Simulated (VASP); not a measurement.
Here is the system:

```xyz
3
Lattice="1.7998 -3.1173 0.0000 1.7998 3.1173 0.0000 0.0000 0.0000 5.0527" Properties=species:S:1:pos:R:3 pbc="T T T"
Pt     0.0000     0.0000     0.0000
S      1.7998     1.0391     1.2333
S      1.7998    -1.0391     3.8194
```

All values below come from optB88-vdW, VASP's PBE PAW potentials (set 64) (plane waves; VASP 6.6.1). Settings: 520 eV cut-off, 8×8×5 Γ-centred mesh, tetrahedra with Blöchl corrections, potentials Pt S.

The cores are frozen, which limits the accuracy of field gradients.

Problem. Give the principal components of the electric field gradient (V/Å²) and the asymmetry η at each nucleus.

Solution. 
| atom | Vxx | Vyy | Vzz | η |
|---|---|---|---|---|
| Pt1 | -65.9 | -65.9 | 131.7 | 0.00 |
| S2 | 25.5 | 25.5 | -50.9 | 0.00 |
| S3 | 25.5 | 25.5 | -50.9 | 0.00 |

The compound is PtS2 in the 1T layered structure. It was relaxed first.
